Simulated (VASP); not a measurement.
```
CELL_PARAMETERS angstrom
      4.33094     0.00000     0.00000
     -2.16547     3.75070     0.00000
      0.00000     0.00000     7.40623
ATOMIC_POSITIONS crystal
  Ba 0.00000 0.00000 0.00000
  Cd 0.66667 0.33333 0.36925
  Cd 0.33333 0.66667 0.63075
  P  0.66667 0.33333 0.73430
  P  0.33333 0.66667 0.26570
```

All values below come from LDA (Ceperley-Alder, Perdew-Zunger), VASP's LDA PAW potentials (set 64) (plane waves; VASP). Settings: 400 eV cut-off, Gaussian smearing of 0.050 eV, potentials Ba_sv Cd P.

Unless said otherwise, spin-orbit coupling is left out, though it shifts the bands of the heavy elements here.

**Question.** Give the energies of bands 17 to 25 at the high-symmetry points, in eV from the valence-band maximum.

**Answer.** 
```json
[
 {"band": "17", "Γ": "-4.54", "M": "-5.07", "K": "-4.56", "A": "-3.68", "L": "-4.56", "H": "-4.37"},
 {"band": "18", "Γ": "-1.27", "M": "-3.90", "K": "-4.56", "A": "-1.63", "L": "-4.50", "H": "-4.37"},
 {"band": "19", "Γ": "-1.27", "M": "-2.07", "K": "-3.71", "A": "-0.82", "L": "-2.64", "H": "-3.13"},
 {"band": "20", "Γ": "-0.12", "M": "-1.98", "K": "-1.71", "A": "-0.82", "L": "-2.45", "H": "-2.26"},
 {"band": "21", "Γ": "0.00", "M": "-1.98", "K": "-1.71", "A": "-0.70", "L": "-0.77", "H": "-1.85"},
 {"band": "22", "Γ": "0.00", "M": "-1.44", "K": "-1.43", "A": "-0.70", "L": "-0.75", "H": "-1.85"},
 {"band": "23", "Γ": "0.78", "M": "0.90", "K": "2.89", "A": "0.67", "L": "0.84", "H": "2.29"},
 {"band": "24", "Γ": "0.89", "M": "2.98", "K": "2.89", "A": "1.87", "L": "2.04", "H": "2.29"},
 {"band": "25", "Γ": "1.82", "M": "3.11", "K": "3.38", "A": "2.69", "L": "2.41", "H": "4.09"}
]
```

The gap is indirect, 0.67 eV, from the valence maximum at Γ to the conduction minimum at A.

The structure comes from a computed database's BaCd2P2 entry (P-3m1); how it stands against other phases isn't given here. It was relaxed first, which changed the volume by -7 %.
